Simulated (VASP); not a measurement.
# BaZr2 (P3m1) in VASP: reference runs

Reference runs on BaZr2: the cell as given.

All numbers are computed with VASP 6.6.1; they aren't measurements. Logs are shortened: lines on timing, memory, paths and dates and some standing lists are left out, and cuts for length are marked.

**1. The crystal as given**

Symmetry: P3m1, No. 156, trigonal system. Conventional cell: a = 3.630 Å, b = 3.630 Å, c = 7.048 Å, α = 90.00°, β = 90.00°, γ = 120.00°. Around Ba (site symmetry 3m) lie 1 Zr at 3.04 Å. Zr (site symmetry 3m) has 3 Zr at 2.13 Å as nearest neighbours. Around Zr (site symmetry 3m) lie 3 Zr at 2.13 Å.

The cell was built by a generator and needn't be a form met in nature.

**2. Single point, PBE**

The input, INCAR:

```
SYSTEM = BaZr2
  PREC = Accurate
  ENCUT = 520
  EDIFF = 1E-7
  ISMEAR = -1
  SIGMA = 0.05
  LREAL = .False.
  LASPH = .True.
  NELM = 80
  ALGO = Normal
  ISIF = 2
  LWAVE = .False.
  LCHARG = .False.
  GGA = PE
  NBANDS = 24
```

The input, KPOINTS:

```
regular mesh
0
Gamma
  8 8 4
  0 0 0
```

The input, POSCAR:

```
BaZr2
1.0
    3.6302143100      0.0000000000      0.0000000000
   -1.8151071600      3.1438578200      0.0000000000
    0.0000000000      0.0000000000      7.0483977000
Ba Zr
1 2
Direct
    0.0000000000      0.0000000000      0.3468882900
    0.6666666700      0.3333333300      0.8580759300
    0.0000000000      0.0000000000      0.9149023900
```

Potentials or basis: VASP PAW PBE potentials, release 64 (Ba_sv, Zr_sv).

Launch:

```sh
$ cat potpaw_PBE.64/Ba_sv/POTCAR potpaw_PBE.64/Zr_sv/POTCAR > POTCAR
$ mpirun -np 1 vasp_std > vasp.out
```

OUTCAR:

```text
SYSTEM = BaZr2
   PREC = Accurate
   ENCUT = 520
   EDIFF = 1E-7
   ISMEAR = -1
   LREAL = .False.
   LASPH = .True.
   NELM = 80
   ISIF = 2
   GGA = PE

 ion  position               nearest neighbor table
   1  0.000  0.000  0.347-   3 3.04   3 4.00   2 4.03   2 4.03   2 4.03   2 4.17   2 4.17   2 4.17

   2  0.667  0.333  0.858-   3 2.13   3 2.13   3 2.13   1 4.03   1 4.03   1 4.03   1 4.17   1 4.17
                             1 4.17
   3  0.000  0.000  0.915-   2 2.13   2 2.13   2 2.13   1 3.04   1 4.00

  LATTYP: Found a hexagonal cell.
 ALAT       =     3.6302143100
 C/A-ratio  =     1.9415927265

  Lattice vectors:

 A1 = (   3.6302143100,   0.0000000000,   0.0000000000)
 A2 = (  -1.8151071600,   3.1438578200,   0.0000000000)
 A3 = (   0.0000000000,   0.0000000000,   7.0483977000)

Analysis of symmetry for initial positions (statically):
=====================================================================
 Subroutine PRICEL returns:
 Original cell was already a primitive cell.

 Routine SETGRP: Setting up the symmetry group for a
 hexagonal supercell.

 Subroutine GETGRP returns: Found  6 space group operations
 (whereof  6 operations were pure point group operations)
 out of a pool of 24 trial point group operations.

The static configuration has the point symmetry C_3v.

Analysis of symmetry for dynamics (positions and initial velocities):
=====================================================================
 Subroutine PRICEL returns:
 Original cell was already a primitive cell.

 Routine SETGRP: Setting up the symmetry group for a
 hexagonal supercell.

 Subroutine GETGRP returns: Found  6 space group operations
 (whereof  6 operations were pure point group operations)
 out of a pool of 24 trial point group operations.

The dynamic configuration has the point symmetry C_3v.

 Subroutine INISYM returns: Found  6 space group operations
 (whereof  6 operations are pure point group operations),
 and found     1 'primitive' translations

----------------------------------------------------------------------------------------

                                     Primitive cell

  volume of cell :      80.4425

  direct lattice vectors                    reciprocal lattice vectors
     3.630214310  0.000000000  0.000000000     0.275465831  0.159040272  0.000000000
[... 84 lines left out ...]
   LSORBIT =      F    spin-orbit coupling
   LASPH  =      T    aspherical Exc in radial PAW
   ENCUT  =  520.0 eV  38.22 Ry    6.18 a.u.   6.75  6.75 13.11*2*pi/ulx,y,z
   NELM   =     80;   NELMIN=  2; NELMDL= -5     # of ELM steps
   EDIFF  = 0.1E-06   stopping-criterion for ELM
   LREAL  =      F    real-space projection
   EDIFFG = 0.1E-05   stopping-criterion for IOM
   NSW    =      0    number of steps for IOM
   IBRION =     -1    ionic relax: 0-MD 1-quasi-New 2-CG
   NFREE  =      0    steps in history (QN), initial steepest desc. (CG)
   ISIF   =      2    stress and relaxation
   ISYM   =      2    0-nonsym 1-usesym 2-fastsym
   POTIM  = 0.5000    time-step for ionic-motion
   TEBEG  =    0.0;   TEEND  =   0.0 temperature during run
   PSTRESS=    0.0 pullay stress
   NELECT =      34.0000    total number of electrons
   NUPDOWN=      -1.0000    fix difference up-down
   EMIN   =  10.00;   EMAX   =-10.00  energy-range for DOS
   EFERMI =   0.00;   METHOD = LEGACY
   ISMEAR =    -1;   SIGMA  =   0.05  broadening in eV -4-tet -1-fermi 0-gaus
   EFERMI_NEDOS =   21; number of points for ismear=-14 and -15
   IALGO  =     38    algorithm
   IMIX   =      4    mixing-type and parameters
     AMIX     =   0.40;   BMIX     =  1.00
     AMIX_MAG =   1.60;   BMIX_MAG =  1.00
  volume/ion in A,a.u.               =      26.81       180.95
  Fermi-wavevector in a.u.,A,eV,Ry     =   1.228587  2.321693 20.536991  1.509426
  Thomas-Fermi vector in A             =   2.363507
   LORBIT       =      0    0 simple, 1 ext, 2 COOP (PROOUT), +10 PAW based schemes
   GGA     = PE    functional components
   LHFCALC =     F    Hartree Fock is set to
   AEXX    =    0.0000 exact exchange contribution
   IVDW    =     0    specifies the selected vdW correction
   LEPSILON=     F    determine dielectric tensor
   LRPA    =     F    only Hartree local field effects (RPA)
 non-spin polarized calculation
  energy-cutoff  :      520.00
  volume of cell :       80.44
 maximum number of plane-waves:      2198
 NGX is ok and might be reduce to    28
   NGX = 13   NGY = 13   NGZ = 27

 number of electron      34.0000000 magnetization

 Free energy of the ion-electron system (eV)
  ---------------------------------------------------
  ext. energy  EPLUGINS =         0.00000000
  ---------------------------------------------------
  free energy    TOTEN  =       -10.32153611 eV

  energy without entropy =      -10.29668578  energy(sigma->0) =      -10.30911094

 E-fermi :   6.7092     XC(G=0): -10.1059

 val. band max:        6.6881266577   @ k =   0.0000   0.2500   0.2500
 cond. band min:       6.7347870649   @ k =  -0.1250   0.3750   0.2500
 fundamental gap:      0.0466604072
 Fermi energy:         6.7092349999

 k-point     1 :       0.0000    0.0000    0.0000
  band No.  band energies     occupation
      1     -43.3686      2.00000
      2     -39.8087      2.00000
      3     -23.0389      2.00000
      4     -23.0389      2.00000
      5     -21.8960      2.00000
      6     -20.4741      2.00000
[... 637 lines left out ...]
     23       9.7801      0.00000
     24      10.7802      0.00000

 [... further k-points ...]

------------------------ aborting loop because EDIFF is reached ----------------------------------------

  FORCE on cell =-STRESS in cart. coord.  units (eV):
  Direction    XX          YY          ZZ          XY          YZ          ZX
  --------------------------------------------------------------------------------------
  -------------------------------------------------------------------------------------
  Total       23.8695810     23.8695811      2.0614842     -0.0000000     -0.0000000      0.0000000
  in kB      475.4116450    475.4116469     41.0586844     -0.0000008     -0.0000000      0.0000000
  external PRESSURE =     330.6273255 kB  Pullay stress =       0.0000000 kB

 VOLUME and BASIS-vectors are now :
 -----------------------------------------------------------------------------
  energy-cutoff  :      520.00
  volume of cell :       80.44
      direct lattice vectors                 reciprocal lattice vectors
     3.630214310  0.000000000  0.000000000     0.275465831  0.159040272  0.000000000
    -1.815107160  3.143857820  0.000000000     0.000000000  0.318080542  0.000000000
     0.000000000  0.000000000  7.048397700     0.000000000  0.000000000  0.141876217

 POSITION                                       TOTAL-FORCE (eV/Angst)
 -----------------------------------------------------------------------------------
      0.00000      0.00000      2.44501         0.000000      0.000000      0.421098
      1.81511      1.04795      6.04806        -0.000000      0.000000     -6.380140
      0.00000      0.00000      6.44860         0.000000      0.000000      5.959042
 -----------------------------------------------------------------------------------
    total drift:                               -0.000026      0.000015      0.000020

  FREE ENERGIE OF THE ION-ELECTRON SYSTEM (eV)
  ---------------------------------------------------
  free  energy   TOTEN  =       -10.3215361089 eV

  energy  without entropy=      -10.2966857790  energy(sigma->0) =      -10.30911094
```

OSZICAR:

```text
N       E                     dE             d eps       ncg     rms          rms(c)
DAV:   1     0.325087954423E+03    0.32509E+03   -0.17281E+04  1680   0.134E+03
DAV:   2     0.961121584840E+01   -0.31548E+03   -0.30540E+03  2008   0.380E+02
DAV:   3    -0.116230974514E+02   -0.21234E+02   -0.20872E+02  2880   0.802E+01
DAV:   4    -0.121223024953E+02   -0.49921E+00   -0.49494E+00  2256   0.126E+01
DAV:   5    -0.121303917936E+02   -0.80893E-02   -0.80852E-02  2496   0.148E+00    0.471E+01
DAV:   6    -0.112242213618E+02    0.90617E+00   -0.20820E+01  2264   0.135E+01    0.282E+01
DAV:   7    -0.116658928754E+02   -0.44167E+00   -0.20599E+01  2264   0.117E+01    0.144E+01
DAV:   8    -0.103697224203E+02    0.12962E+01   -0.31968E+00  2360   0.671E+00    0.177E+00
DAV:   9    -0.103216577972E+02    0.48065E-01   -0.30246E-01  2424   0.193E+00    0.506E-01
DAV:  10    -0.103216904232E+02   -0.32626E-04   -0.74578E-03  2320   0.513E-01    0.252E-01
DAV:  11    -0.103217004924E+02   -0.10069E-04   -0.44922E-03  2696   0.261E-01    0.890E-02
DAV:  12    -0.103215348579E+02    0.16563E-03   -0.10695E-03  2096   0.962E-02    0.238E-02
DAV:  13    -0.103215376353E+02   -0.27773E-05   -0.26339E-05  2208   0.354E-02    0.782E-03
DAV:  14    -0.103215363504E+02    0.12849E-05   -0.10554E-05  2256   0.997E-03    0.416E-03
DAV:  15    -0.103215361694E+02    0.18103E-06   -0.48234E-07  2112   0.489E-03    0.129E-03
DAV:  16    -0.103215361089E+02    0.60480E-07   -0.85135E-08  1432   0.192E-03
   1 F= -.10321536E+02 E0= -.10309111E+02  d E =-.248503E-01
```

Wall time 65 s (1 thread of AMD EPYC 7R13 (Zen 3), shared host); peak memory 0.2 GiB.

Results:

| Item | Value |
| --- | --- |
| Free energy | -10.3215 eV |
| Pressure | 33.1 GPa |
| Largest force | 6.380 eV/Å |
| Band gap on the k mesh | none (metal or under the smearing width) |

Forces in eV/Å, atoms in the order of the input:
```
Ba   0.000  0.000  0.421
Zr   0.000  0.000 -6.380
Zr   0.000  0.000  5.959
```

Caveat: a pressure of tens of GPa on the cell as given is suspect, and the run, the potentials or the cell itself is likely at fault; forces of over 1 eV/Å show positions far from the minimum, so gaps and moduli don't describe the material at rest. The run has no spin-orbit coupling, so splittings on Ba are missing.
